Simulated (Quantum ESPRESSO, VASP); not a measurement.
Given: the input of a run of Quantum ESPRESSO 7.5 on Sr2TiC2. 

pw.in

```
&CONTROL
  calculation = 'scf'
  prefix = 'pwscf'
  outdir = './tmp'
  pseudo_dir = './pseudo'
  tprnfor = .true.
  tstress = .true.
  disk_io = 'low'
/
&SYSTEM
  ibrav = 0
  nat = 5
  ntyp = 3
  ecutwfc = 55
  ecutrho = 440
  nbnd = 28
  occupations = 'smearing'
  smearing = 'fd'
  degauss = 0.00367493
/
&ELECTRONS
  conv_thr = 1d-09
  electron_maxstep = 120
  mixing_beta = 0.5
/
ATOMIC_SPECIES
Sr    87.6200 Sr_pbe_v1.uspp.F.UPF
Ti    47.8670 ti_pbe_v1.4.uspp.F.UPF
C     12.0110 C.pbe-n-kjpaw_psl.1.0.0.UPF
CELL_PARAMETERS angstrom
  -2.1984371600    2.1984371600    5.0767521400
   2.1984371600   -2.1984371600    5.0767521400
   2.1984371600    2.1984371600   -5.0767521400
ATOMIC_POSITIONS crystal
Sr     0.3790000100    0.3790000100    0.0000000000
Sr     0.6209999900    0.6209999900    0.0000000000
Ti     0.0000000000    0.0000000000    0.0000000000
C      0.7500000000    0.2500000000    0.5000000000
C      0.2500000000    0.7500000000    0.5000000000
K_POINTS automatic
9 9 9 0 0 0
```

pp_density.in

```
&INPUTPP
  prefix = 'pwscf'
  outdir = './tmp'
  filplot = 'density.dat'
  plot_num = 0
/
&PLOT
  nfile = 1
  filepp(1) = 'density.dat'
  iflag = 3
  output_format = 6
  fileout = 'density.cube'
/
```

File pp_potential.in:

```
&INPUTPP
  prefix = 'pwscf'
  outdir = './tmp'
  filplot = 'potential.dat'
  plot_num = 11
/
&PLOT
  nfile = 1
  filepp(1) = 'potential.dat'
  iflag = 3
  output_format = 6
  fileout = 'potential.cube'
/
```

Potentials or basis: SSSP 1.3 efficiency PBE.

Command:

```sh
$ OMP_NUM_THREADS=1 pw.x -in pw.in > pw.out
$ OMP_NUM_THREADS=1 pp.x -in pp_density.in > pp_density.out
$ OMP_NUM_THREADS=1 pp.x -in pp_potential.in > pp_potential.out
```

Translate it to VASP 6.6.1. Potentials or basis there: PBE PAW files C, Sr_sv, Ti_sv, 520 eV.

As run (cutoffs and basis follow the program's own potentials, and thresholds, step limits or extra output files can differ):

Contents of INCAR:

```
PREC     = Accurate       # precision mode
ENCUT    = 520            # plane-wave cutoff, eV
EDIFF    = 1E-7           # SCF threshold, eV
ISMEAR   = -1             # smearing method
SIGMA    = 0.05           # smearing width, eV
LREAL    = False          # projectors in reciprocal space
LASPH    = True           # aspherical terms in the spheres
NELM     = 80             # most SCF steps
ALGO     = Normal         # electronic algorithm
ISIF     = 2              # what is computed and relaxed
LWAVE    = False          # write WAVECAR
LCHARG   = True           # write CHGCAR
GGA      = PE             # functional
LELF     = True           # ELF
LVHAR    = True         
NBANDS   = 28             # bands
```

Contents of KPOINTS:

```
Automatic mesh
0
Gamma
  9 9 9
```

Contents of POSCAR:

```
Sr2TiC2
1.0
   -2.1984371600      2.1984371600      5.0767521400
    2.1984371600     -2.1984371600      5.0767521400
    2.1984371600      2.1984371600     -5.0767521400
Sr Ti C
2 1 2
Direct
    0.3790000100      0.3790000100      0.0000000000
    0.6209999900      0.6209999900      0.0000000000
    0.0000000000      0.0000000000      0.0000000000
    0.7500000000      0.2500000000      0.5000000000
    0.2500000000      0.7500000000      0.5000000000
```

Potentials or basis: VASP PAW PBE potentials, release 64 (Sr_sv, Ti_sv, C).

Command:

```console
$ cat potpaw_PBE.64/Sr_sv/POTCAR potpaw_PBE.64/Ti_sv/POTCAR potpaw_PBE.64/C/POTCAR > POTCAR
$ mpirun -np 1 vasp_std > vasp.out
```

Both were run:

|  | Quantum ESPRESSO | VASP |
| --- | --- | --- |
| Pressure | 3.4 GPa | 4.0 GPa |
| Largest force | 5.312 eV/Å | 5.447 eV/Å |

Pressure is positive in compression.
